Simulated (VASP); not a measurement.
```xyz
8
Lattice="4.4858 0.0000 0.0000 0.0000 4.4858 0.0000 0.0000 0.0000 12.6020" Properties=species:S:1:pos:R:3 pbc="T T T"
Mg     2.2429     4.4858     7.6602
Mg     0.0000     2.2429     4.9419
Mg     2.2429     4.4858     1.6495
Mg     0.0000     2.2429    10.9525
Te     2.2429     2.2429     3.2976
Te     2.2429     2.2429     9.3045
Te     4.4858     4.4858     0.0000
Se     4.4858     4.4858     6.3010
```

These are r2SCAN meta-GGA, VASP's PBE PAW potentials (set 64) (plane waves; VASP) values and carry that method's errors. Numerical set-up: 400 eV cut-off, 6×6×2 Γ-centred mesh, tetrahedra with Blöchl corrections, potentials Mg Te Se.

The cores are frozen, which limits the accuracy of field gradients.

Task: Give the principal components of the electric field gradient (V/Å²) and the asymmetry η at each nucleus.

Result: 
```tsv
atom	Vxx	Vyy	Vzz	η
Mg1	-2.1	-0.6	2.7	0.58
Mg2	-2.1	-0.6	2.7	0.58
Mg3	0.9	0.8	-1.6	0.06
Mg4	0.9	0.8	-1.6	0.06
Te5	-21.2	-13.6	34.8	0.22
Te6	-21.2	-13.6	34.8	0.22
Te7	-8.6	-8.6	17.2	0.00
Se8	28.5	28.5	-57.0	0.00
```

The structure comes from a computed database's Mg4Te3Se entry (P-4m2); how it stands against other phases isn't given here. It was relaxed first.
